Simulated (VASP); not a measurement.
VASP runs on Ni3Fe (L1_2) share one base input (PBE GGA, plane waves, VASP's PBE PAW potentials (set 64)) and change the settings named in each case.

INCAR:
```
# general
SYSTEM   =  Ni3Fe
PREC     =  Accurate
ENCUT    =  400
LREAL    =  .False.
LASPH    =  .True.   # aspherical one-centre terms

# electronic loop
EDIFF    =  1E-6
NELM     =  100
ALGO     =  Normal   # blocked Davidson
LMAXMIX  =  4

# smearing
ISMEAR   =  1   # Methfessel-Paxton
SIGMA    =  0.1   # width (eV)

# functional
GGA      =  PE   # PBE

# spin
ISPIN    =  2
MAGMOM   =  3.0 3*0.7

# ions
ISIF     =  2   # forces and stress, cell fixed

# output
LWAVE    =  .False.
LCHARG   =  .False.
LORBIT   =  10
```

POSCAR:
```
Ni3Fe
1.0
  3.5500000000   0.0000000000   0.0000000000
  0.0000000000   3.5500000000   0.0000000000
  0.0000000000   0.0000000000   3.5500000000
Fe Ni
1 3
Direct
  0.0000000000   0.0000000000   0.0000000000
  0.0000000000   0.5000000000   0.5000000000
  0.5000000000   0.0000000000   0.5000000000
  0.5000000000   0.5000000000   0.0000000000
```

### KPOINTS
```
Automatic mesh
0
Gamma
8 8 8
0 0 0
```

POTCAR, in this order: Fe Ni (PBE.64 set). Program: vasp_std.

```json
[
 {"change": "base run", "pressure (GPa)": "-1.45", "−TS (eV)": "-0.0011", "electronic steps": "17"},
 {"change": "EDIFF = 1E-2", "pressure (GPa)": "-8.14", "−TS (eV)": "-0.0014", "electronic steps": "11"},
 {"change": "EDIFF = 1E-3", "pressure (GPa)": "-1.11", "−TS (eV)": "-0.0012", "electronic steps": "13"},
 {"change": "EDIFF = 1E-4", "pressure (GPa)": "-0.50", "−TS (eV)": "-0.0011", "electronic steps": "14"},
 {"change": "EDIFF = 1E-5", "pressure (GPa)": "-1.30", "−TS (eV)": "-0.0011", "electronic steps": "16"},
 {"change": "EDIFF = 1E-8", "pressure (GPa)": "-1.51", "−TS (eV)": "-0.0011", "electronic steps": "20"}
]
```

Left out are runs that ran out of time, are held back, or changed the cell or the kind of run, fixed moments of cells without a moment, rows past the twelfth, gaps on odd meshes, pressures of charged cells and columns that move by less than the noise.

The compound is Ni3Fe in the L1_2 structure. The cell was not relaxed at this level. The spin order is the one that the start imposed; others were not tried in this run.
